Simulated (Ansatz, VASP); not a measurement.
# HfSi2N4 (HfSi2N4 monolayer) in two plane-wave programs, part 2 of 2

Wanted: the spread between two codes on one cell, functional and k mesh. The structure shown is the start of the Ansatz relaxation below; VASP solves that cell, so the two are compared at the walk's first step.

VASP 6.6.1 and Ansatz 0.2.0.

So far: The starting structure; Ansatz: relaxation, PBE with D3(BJ).

## Step 3: VASP: single point, PBE with D3(BJ), start cell

Level of this step: PBE with D3(BJ); plane waves and PAW (N, Si, Hf_pv) (VASP).

The same cell, functional, mesh and smearing now go to VASP, with its own data sets.

Lines of VASP's logs that name or quote its potential files are left out, and so is its time.

Contents of INCAR:

```
SYSTEM = HfSi2N4
PREC = Accurate
ENCUT = 520
EDIFF = 1E-06
NELM = 120
ISMEAR = -1
SIGMA = 0.05
LREAL = .FALSE.
ALGO = Normal
GGA = PE
IVDW = 12
NBANDS = 26
LASPH = .TRUE.
LORBIT = 11
LWAVE = .FALSE.
LCHARG = .FALSE.
ISIF = 2
LDIPOL = .TRUE.
IDIPOL = 3
DIPOL = 0.5 0.5 0.5
LVHAR = .TRUE.
GGA_COMPAT = .FALSE.
EFERMI = MIDGAP
NELMDL = -8
KPAR = 2
```

Contents of POSCAR:

```
HfSi2N4
1.0
    2.9200000000      0.0000000000      0.0000000000
   -1.4600000000      2.5287940000      0.0000000000
    0.0000000000      0.0000000000     45.9641520000
N Si Hf
4 2 1
Direct
    0.0000000000      0.0000000000      0.4188046371
    0.3333333992      0.6666667985      0.4670907885
    0.3333333992      0.6666667985      0.5329092115
    0.0000000000      0.0000000000      0.5811953629
    0.3333333992      0.6666667985      0.4290176397
    0.3333333992      0.6666667985      0.5709823603
    0.0000000000      0.0000000000      0.5000000000
```

Contents of KPOINTS:

```
Automatic mesh
0
Gamma
12 12 1
0 0 0
```

PAW data sets: N, Si and Hf_pv (PBE family, release 64).

On the command line:

```bash
$ mpirun -np 2 vasp_std
```

Numbers of over 12 decimals in the logs are rounded to 6 here.

The program printed:

```text
[banner, memory and clock lines left out]
running    2 mpi-ranks, on    1 nodes
 distrk:  each k-point on    1 cores,    2 groups
 distr:  one band on    1 cores,    1 groups

 POSCAR found type information on POSCAR N SiHf
 POSCAR found :  3 types and       7 ions
 LDA part: xc-table for (Slater+PW92), standard interpolation
 POSCAR, INCAR and KPOINTS ok, starting setup
 FFT: planning ... GRIDC
 FFT: planning ... GRID_SOFT
 FFT: planning ... GRID
 WAVECAR not read
 entering main loop
       N       E                     dE             d eps       ncg     rms          rms(c)
DAV:   1     0.291101518209E+03    0.29110E+03   -0.16767E+04  1172   0.112E+03
DAV:   2    -0.236420547024E+02   -0.31474E+03   -0.30320E+03  1434   0.255E+02
DAV:   3    -0.685909447203E+02   -0.44949E+02   -0.44666E+02  1200   0.100E+02
DAV:   4    -0.698293583914E+02   -0.12384E+01   -0.12340E+01  1350   0.205E+01
DAV:   5    -0.698602819534E+02   -0.30924E-01   -0.30884E-01  1352   0.289E+00
DAV:   6    -0.698615426320E+02   -0.12607E-02   -0.12601E-02  1336   0.615E-01
DAV:   7    -0.698616030757E+02   -0.60444E-04   -0.60434E-04  1400   0.119E-01
DAV:   8    -0.698616057695E+02   -0.26937E-05   -0.26935E-05  1272   0.261E-02    0.508E+01
DAV:   9    -0.605701696150E+02    0.92914E+01   -0.58261E+01  1244   0.340E+01    0.560E+01
DAV:  10    -0.604739567606E+02    0.96213E-01   -0.28567E+00  1228   0.834E+00    0.586E+01
DAV:  11    -0.618726891140E+02   -0.13987E+01   -0.17473E+01  1216   0.168E+01    0.574E+01
DAV:  12    -0.637939265455E+02   -0.19212E+01   -0.53642E+00  1368   0.141E+01    0.149E+02
DAV:  13    -0.630053760380E+02    0.78855E+00   -0.52400E+01  1278   0.311E+01    0.147E+02
DAV:  14    -0.606006554366E+02    0.24047E+01   -0.69589E+00  1264   0.123E+01    0.658E+01
[...]
DAV:  27    -0.597418940220E+02   -0.35838E-04   -0.10821E-06  1058   0.379E-03    0.294E-03
DAV:  28    -0.597419129600E+02   -0.18938E-04   -0.25670E-07   986   0.209E-03    0.108E-02
DAV:  29    -0.597419221763E+02   -0.92163E-05   -0.26589E-07  1002   0.235E-03    0.126E-03
DAV:  30    -0.597419297003E+02   -0.75240E-05   -0.14113E-07   942   0.145E-03    0.425E-03
DAV:  31    -0.597419343917E+02   -0.46914E-05   -0.10328E-07   924   0.102E-03    0.563E-04
DAV:  32    -0.597419356312E+02   -0.12396E-05   -0.24514E-08   884   0.530E-04    0.330E-04
DAV:  33    -0.597419368747E+02   -0.12434E-05   -0.22046E-08   866   0.410E-04    0.661E-04
DAV:  34    -0.597419372612E+02   -0.38653E-06   -0.74311E-09   828   0.240E-04
   1 F= -.61410636E+02 E0= -.61407996E+02  d E =-.527859E-02
```

From OUTCAR (step 3):

```text
ion  position               nearest neighbor table
   1  0.000  0.000  0.419-   5 1.75   5 1.75   5 1.75
   2  0.333  0.667  0.467-   5 1.75   7 2.26   7 2.26   7 2.27
   3  0.333  0.667  0.533-   6 1.75   7 2.26   7 2.26   7 2.27
   4  0.000  0.000  0.581-   6 1.75   6 1.75   6 1.75
   5  0.333  0.667  0.429-   1 1.75   1 1.75   2 1.75   1 1.75
   6  0.333  0.667  0.571-   4 1.75   4 1.75   3 1.75   4 1.75
   7  0.000  0.000  0.500-   2 2.26   3 2.26   2 2.26   3 2.26   2 2.27   3 2.27

  LATTYP: Found a hexagonal cell.
 ALAT       =     2.9200000000
 C/A-ratio  =    15.7411479452

 Subroutine GETGRP returns: Found 12 space group operations
 (whereof 12 operations were pure point group operations)

The static configuration has the point symmetry D_3h.

 Found     19 irreducible k-points:

   k-points           NKPTS =     19   k-points in BZ     NKDIM =     19   number of bands    NBANDS=     26

   dimension x,y,z NGX =    24 NGY =   24 NGZ =  350
   dimension x,y,z NGXF=    48 NGYF=   48 NGZF=  700

   ENCUT  =  520.0 eV  38.22 Ry    6.18 a.u.   5.43  5.43 85.46*2*pi/ulx,y,z

   NELECT =      38.0000    total number of electrons

 k-points in reciprocal lattice and weights: Automatic mesh
   0.00000000  0.00000000  0.00000000       0.007
   0.08333333  0.00000000  0.00000000       0.042
   0.16666667  0.00000000  0.00000000       0.042
   0.25000000  0.00000000  0.00000000       0.042
   0.33333333  0.00000000  0.00000000       0.042
   0.41666667  0.00000000  0.00000000       0.042
   0.50000000  0.00000000  0.00000000       0.021
   0.08333333  0.08333333  0.00000000       0.042
   0.16666667  0.08333333  0.00000000       0.083
[...]
0.33333333  0.25000000  0.00000000       0.083
   0.33333333  0.33333333  0.00000000       0.014

 dipolmoment           0.000000      0.000000     -0.000000 electrons x Angstroem

 average (electrostatic) potential at core
       1 -71.2618       2 -70.1591       3 -70.1591       4 -71.2618       5 -92.6032
       6 -92.6032       7 -44.7312

 E-fermi :  -2.9730

 k-point     1 :       0.0000    0.0000    0.0000
  band No.  band energies     occupation
    ...
     15      -4.8227      2.00000
     16      -4.0112      2.00000
     17      -4.0112      2.00000
     18      -3.0030      1.29162
     19      -3.0030      1.29159
     20      -2.4089      0.00003
     21       0.9253      0.00000
     22       0.9254      0.00000
     23       1.4935      0.00000
     24       1.5389      0.00000
    ...

 k-point     2 :       0.0833    0.0000    0.0000
  band No.  band energies     occupation
    ...
     15      -4.7691      2.00000
     16      -4.3717      2.00000
     17      -3.9019      2.00000
     18      -3.2390      1.99025
     19      -3.1267      1.91167
     20      -2.3400      0.00001
     21       0.6276      0.00000
     22       1.0257      0.00000
     23       1.6841      0.00000
     24       1.9579      0.00000
    ...

 k-point     3 :       0.1667    0.0000    0.0000
  band No.  band energies     occupation
    ...
     15      -5.0289      2.00000
     16      -4.8296      2.00000
     17      -3.8094      2.00000
     18      -3.6404      2.00000
     19      -3.4419      1.99983
     20      -2.3748      0.00001
     21       0.4382      0.00000
     22       1.3791      0.00000
     23       1.9467      0.00000
     24       2.5214      0.00000
    ...

 Edisp (eV)   -1.66870

  Total       7.09657     7.09657   -15.82211     0.00000     0.00000     0.00000
  in kB      33.49990    33.49989   -74.68946     0.00000     0.00000     0.00000
  external pressure =       -2.56 kB  Pullay stress =        0.00 kB

  energy-cutoff  :      520.00
  volume of cell :      339.40
      direct lattice vectors                 reciprocal lattice vectors
     2.920000000  0.000000000  0.000000000     0.342465753  0.197722709  0.000000000
    -1.460000000  2.528794000  0.000000000     0.000000000  0.395445418  0.000000000
     0.000000000  0.000000000 45.964152000     0.000000000  0.000000000  0.021756085

 POSITION                                       TOTAL-FORCE (eV/Angst)
 -----------------------------------------------------------------------------------
      0.00000      0.00000     19.25000         0.000000     -0.000000     -0.680572
     -0.00000      1.68586     21.46943        -0.000000      0.000000      4.091497
     -0.00000      1.68586     24.49472         0.000000      0.000000     -4.091497
      0.00000      0.00000     26.71415         0.000000     -0.000000      0.680572
     -0.00000      1.68586     19.71943        -0.000000      0.000000      1.297655
     -0.00000      1.68586     26.24472         0.000000     -0.000000     -1.297655
      0.00000      0.00000     22.98208         0.000000      0.000000     -0.000000
 -----------------------------------------------------------------------------------
    total drift:                                0.000000     -0.000448     -0.000000

  FREE ENERGIE OF THE ION-ELECTRON SYSTEM (eV)
  ---------------------------------------------------
  free  energy   TOTEN  =       -61.4106355313 eV

  energy  without entropy=      -61.4053569379  energy(sigma->0) =      -61.40799623

 vacuum level on the upper side and lower side of the slab         2.725         2.725

 total charge
# of ion       s       p       d       tot
------------------------------------------
    1        1.222   2.685   0.000   3.908
    2        1.235   2.535   0.000   3.770
    3        1.235   2.535   0.000   3.770
    4        1.222   2.685   0.000   3.908
    5        0.672   0.956   0.000   1.628
    6        0.672   0.956   0.000   1.628
    7        0.350   6.637   1.676   8.663
--------------------------------------------------
tot          6.609  18.989   1.676  27.274

[... 3 further parts left out ...]
```

The gap is under twice the smearing width, so the edge states are partly filled and the run can't tell a small gap from a semimetal. Harder data sets than Hf_pv exist (the GW ones), and pressures, volumes and forces can shift noticeably with them.

## Step 4: Comparison

Known differences besides the potentials themselves: Ansatz cuts the interaction across the vacuum, VASP repeats the sheet with a dipole correction; the data sets hold 54 valence electrons in Ansatz (on its default PAW (the set named soft_2) files) and 38 in VASP; the cutoff is 420 eV in Ansatz and 520 eV in VASP. Total energies have different zeros and are not compared.

Forces (eV/Å; atoms numbered as in POSCAR):

| atom | Ansatz x, y, z | VASP x, y, z |
| --- | --- | --- |
| N1 | 0.000, 0.000, -0.697 | 0.000, 0.000, -0.681 |
| N2 | 0.000, 0.000, 3.976 | 0.000, 0.000, 4.091 |
| N3 | 0.000, 0.000, -3.976 | 0.000, 0.000, -4.091 |
| N4 | 0.000, 0.000, 0.697 | 0.000, 0.000, 0.681 |
| Si5 | 0.000, 0.000, 1.301 | 0.000, 0.000, 1.298 |
| Si6 | 0.000, 0.000, -1.301 | 0.000, 0.000, -1.298 |
| Hf7 | 0.000, 0.000, 0.000 | 0.000, 0.000, 0.000 |

The forces differ by 36 meV/Å r.m.s., which is 2.7 % of the r.m.s. force of 1.341 eV/Å (both taken over all components). With vacuum in the cell, a pressure given here is an average over mostly empty space and none of the material.

## Step 5: Summary of results

```
r.m.s. force difference (single point, PBE with D3(BJ), start cell) : 2.7 % of the r.m.s. force
```

**Reading.** The r.m.s. force difference is 2.7 % of the r.m.s. force (single point, PBE with D3(BJ), start cell), within the 3 % picked in this series as the mark of a large difference. The data sets hold unlike numbers of valence electrons (54 in Ansatz and 38 in VASP), so part of the differences comes from the potentials. 1 further run of this series is not shown here. Such differences can come from data sets, numerical settings and the points named under the comparisons, not from the functional's error against experiment.

[Lines on the potential files, build, host, timing and source positions are cut from VASP's logs without a mark.]

[Logs are printed without paths, hosts, clocks, repeated set-up lines and the standing remarks that a program may print on its own settings, such as how far it seeks lower states.]

[Hosts, paths, dates, database ids (printed as entryN), source tags and the programs' standing remarks are cut or masked in the printed files.]
